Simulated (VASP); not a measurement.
These are LDA (Ceperley-Alder, Perdew-Zunger), VASP's LDA PAW potentials (set 64) (plane waves; VASP) values and carry that method's errors.

The input files of a VASP run:

### INCAR
```
SYSTEM = Te
PREC = Accurate
ENCUT = 520
EDIFF = 1E-6
NELM = 100
ALGO = Normal
LREAL = .FALSE.
LASPH = .TRUE.
ISMEAR = 1
SIGMA = 0.1
LMAXMIX = 4
LWAVE = .FALSE.
LCHARG = .FALSE.
IBRION = 2
ISIF = 3
NSW = 60
EDIFFG = -0.01
```

### KPOINTS
```
Automatic mesh
0
Gamma
9 9 6
0 0 0
```

**POSCAR**
```
Te
1
    2.1382626180    -3.7035792304    -0.0000000000
    2.1382626180     3.7035792304     0.0000000000
   -0.0000000000     0.0000000000     5.9508924709
Te
3
Direct
  0.0000000000   0.2847819142   0.6666670000
  0.7152180858   0.7152180858   0.0000000000
  0.2847819142   0.0000000000   0.3333330000
```

POTCAR, in this order: Te (LDA.64 set). Program: vasp_std.

Output

**OUTCAR**
```
 ion  position               nearest neighbor table
   1  0.000  0.285  0.667-   2 2.90   3 2.90   2 3.32   2 3.32   3 3.32   3 3.32
   2  0.715  0.715  0.000-   3 2.90   1 2.90   1 3.32   3 3.32   3 3.32   1 3.32
   3  0.285  0.000  0.333-   2 2.90   1 2.90   2 3.32   2 3.32   1 3.32   1 3.32
  LATTYP: Found a hexagonal cell.
 ALAT       =     4.2765250075
 C/A-ratio  =     1.3915252362
 Subroutine PRICEL returns:
 Original cell was already a primitive cell.
 Subroutine GETGRP returns: Found  6 space group operations
The static configuration has the point symmetry C_2 .
 The point group associated with its full space group is D_3 .
The dynamic configuration has the point symmetry C_2 .
 Subroutine INISYM returns: Found  6 space group operations
 Subroutine IBZKPT returns following result:
 Found     62 irreducible k-points:

 Following reciprocal coordinates:
            Coordinates               Weight
  0.000000  0.000000  0.000000      1.000000
  0.111111 -0.000000  0.000000      6.000000
  0.222222  0.000000  0.000000      6.000000
  0.333333  0.000000  0.000000      6.000000
  0.444444  0.000000  0.000000      6.000000
  0.111111  0.111111  0.000000      6.000000
  0.222222  0.111111  0.000000     12.000000
  0.333333  0.111111  0.000000     12.000000
  0.444444  0.111111  0.000000      6.000000
  0.222222  0.222222  0.000000      6.000000
  0.333333  0.222222  0.000000     12.000000
  0.333333  0.333333  0.000000      2.000000
  0.000000  0.000000  0.166667      2.000000
  0.111111 -0.000000  0.166667      6.000000
 -0.000000  0.111111  0.166667      6.000000
  0.222222  0.000000  0.166667      6.000000
  0.000000  0.222222  0.166667      6.000000
  0.333333  0.000000  0.166667      6.000000
  0.000000  0.333333  0.166667      6.000000
  0.444444  0.000000  0.166667      6.000000
  0.000000  0.444444  0.166667      6.000000
...
```

### OSZICAR
```
       N       E                     dE             d eps       ncg     rms          rms(c)
DAV:   1     0.797425110766E+02    0.79743E+02   -0.67249E+03  1612   0.112E+03
DAV:   2    -0.565594912840E+01   -0.85398E+02   -0.82124E+02  2172   0.159E+02
DAV:   3    -0.113445849833E+02   -0.56886E+01   -0.56386E+01  2002   0.470E+01
DAV:   4    -0.114442215811E+02   -0.99637E-01   -0.99563E-01  1878   0.756E+00
DAV:   5    -0.114463094528E+02   -0.20879E-02   -0.20879E-02  1968   0.109E+00    0.134E+01
DAV:   6    -0.114210776233E+02    0.25232E-01   -0.14809E-02  1762   0.793E-01    0.837E+00
DAV:   7    -0.114115514860E+02    0.95261E-02   -0.28460E-02  1677   0.107E+00    0.290E-01
DAV:   8    -0.114110246813E+02    0.52680E-03   -0.45975E-03  1652   0.447E-01    0.139E-01
DAV:   9    -0.114110378376E+02   -0.13156E-04   -0.14654E-04  2050   0.933E-02    0.765E-02
DAV:  10    -0.114110341121E+02    0.37255E-05   -0.93289E-06  1941   0.216E-02    0.904E-03
DAV:  11    -0.114110334145E+02    0.69753E-06   -0.21947E-06  1174   0.985E-03
   1 F= -.11411033E+02 E0= -.11410959E+02  d E =-.114110E+02
       N       E                     dE             d eps       ncg     rms          rms(c)
DAV:   1    -0.114112250104E+02   -0.19090E-03   -0.47362E-03  1612   0.411E-01    0.372E-02
DAV:   2    -0.114112361876E+02   -0.11177E-04   -0.22538E-04  1872   0.961E-02    0.158E-02
DAV:   3    -0.114112327623E+02    0.34253E-05   -0.53442E-06  1792   0.163E-02    0.802E-03
DAV:   4    -0.114112315092E+02    0.12530E-05   -0.19293E-06   966   0.807E-03    0.469E-03
DAV:   5    -0.114112314811E+02    0.28177E-07   -0.31174E-07   841   0.421E-03
   2 F= -.11411231E+02 E0= -.11411158E+02  d E =-.198067E-03
       N       E                     dE             d eps       ncg     rms          rms(c)
DAV:   1    -0.114115210322E+02   -0.28952E-03   -0.42577E-02  1612   0.123E+00    0.112E-01
DAV:   2    -0.114116167822E+02   -0.95750E-04   -0.20035E-03  1862   0.287E-01    0.458E-02
DAV:   3    -0.114115857418E+02    0.31040E-04   -0.49554E-05  1797   0.493E-02    0.234E-02
DAV:   4    -0.114115758438E+02    0.98979E-05   -0.18497E-05  1832   0.238E-02    0.199E-02
DAV:   5    -0.114115758684E+02   -0.24597E-07   -0.95696E-07   886   0.705E-03
   3 F= -.11411576E+02 E0= -.11411514E+02  d E =-.542454E-03
       N       E                     dE             d eps       ncg     rms          rms(c)
DAV:   1    -0.114115959101E+02   -0.20066E-04   -0.54341E-03  1617   0.440E-01    0.394E-02
DAV:   2    -0.114116079763E+02   -0.12066E-04   -0.25529E-04  1877   0.102E-01    0.167E-02
DAV:   3    -0.114116040128E+02    0.39635E-05   -0.63525E-06  1782   0.176E-02    0.843E-03
DAV:   4    -0.114116026870E+02    0.13258E-05   -0.22057E-06   961   0.862E-03    0.511E-03
DAV:   5    -0.114116027113E+02   -0.24295E-07   -0.36827E-07   821   0.455E-03
   4 F= -.11411603E+02 E0= -.11411548E+02  d E =-.569297E-03
       N       E                     dE             d eps       ncg     rms          rms(c)
DAV:   1    -0.114116337067E+02   -0.31020E-04   -0.34729E-03  1637   0.334E-01    0.604E-02
DAV:   2    -0.114116409628E+02   -0.72561E-05   -0.14204E-04  1802   0.746E-02    0.156E-02
DAV:   3    -0.114116383243E+02    0.26384E-05   -0.27773E-06  1867   0.124E-02    0.962E-03
DAV:   4    -0.114116371239E+02    0.12004E-05   -0.19821E-06   911   0.881E-03    0.992E-04
DAV:   5    -0.114116371498E+02   -0.25915E-07   -0.32790E-07   821   0.414E-03
   5 F= -.11411637E+02 E0= -.11411583E+02  d E =-.344385E-04
       N       E                     dE             d eps       ncg     rms          rms(c)
DAV:   1    -0.114116381056E+02   -0.98175E-06   -0.16960E-04  1637   0.740E-02    0.154E-02
DAV:   2    -0.114116384833E+02   -0.37766E-06   -0.69249E-06  1827   0.165E-02
   6 F= -.11411638E+02 E0= -.11411584E+02  d E =-.357720E-04
       N       E                     dE             d eps       ncg     rms          rms(c)
DAV:   1    -0.114116851551E+02   -0.47049E-04   -0.14346E-03  1632   0.200E-01    0.272E-02
DAV:   2    -0.114116670802E+02    0.18075E-04   -0.52356E-05  1687   0.467E-02    0.159E-02
DAV:   3    -0.114116579254E+02    0.91548E-05   -0.15894E-05  1802   0.208E-02    0.958E-03
DAV:   4    -0.114116573546E+02    0.57074E-06   -0.11213E-06   866   0.613E-03
   7 F= -.11411657E+02 E0= -.11411603E+02  d E =-.188713E-04
```

### OUTCAR
```
------------------------ aborting loop because EDIFF is reached ----------------------------------------
  FORCE on cell =-STRESS in cart. coord.  units (eV):
  Direction    XX          YY          ZZ          XY          YZ          ZX
  --------------------------------------------------------------------------------------
  Total       -0.0194138     -0.0194138     -0.0153462      0.0000000     -0.0000000     -0.0000000
  in kB       -0.3308525     -0.3308525     -0.2615322      0.0000000     -0.0000000     -0.0000000
  external PRESSURE =      -0.3077457 kB  Pullay stress =       0.0000000 kB
  volume of cell :       94.01
      direct lattice vectors                 reciprocal lattice vectors
     2.137982733 -3.703094456  0.000000000     0.233865312 -0.135022211 -0.000000000
     2.137982733  3.703094456  0.000000000     0.233865312  0.135022211  0.000000000
     0.000000000 -0.000000000  5.937270821    -0.000000000  0.000000000  0.168427554
 POSITION                                       TOTAL-FORCE (eV/Angst)
 -----------------------------------------------------------------------------------
      2.75204     -2.63952      3.95818        -0.000236     -0.000410     -0.000000
      3.04786     -0.00000      0.00000         0.000473      0.000000      0.000000
      2.75204      2.63952      1.97909        -0.000236      0.000410      0.000000
 -----------------------------------------------------------------------------------
    total drift:                               -0.000200     -0.000409      0.000016
  FREE ENERGIE OF THE ION-ELECTRON SYSTEM (eV)
  ---------------------------------------------------
  free  energy   TOTEN  =       -11.4116573546 eV

  energy  without entropy=      -11.4114955977  energy(sigma->0) =      -11.41160344

 reached required accuracy - stopping structural energy minimisation
```
(Selected blocks of OUTCAR.)

CONTCAR:
```
Te
   1.00000000000000
     2.1379827334483807   -3.7030944562408394    0.0000000000000000
     2.1379827334483807    3.7030944562408394    0.0000000000000000
     0.0000000000000000   -0.0000000000000000    5.9372708213786058
  Te
     3
Direct
     0.9999999999999634    0.2872114121251494    0.6666669999999968
     0.7127885878748873    0.7127885878748873    0.0000000000000000
     0.2872114121251494    0.9999999999999634    0.3333330000000032
```

The compound is Te in the trig structure. This run relaxes it. Symmetry was kept, so distortions that lower it aren't found. The start is the result of an earlier pass.
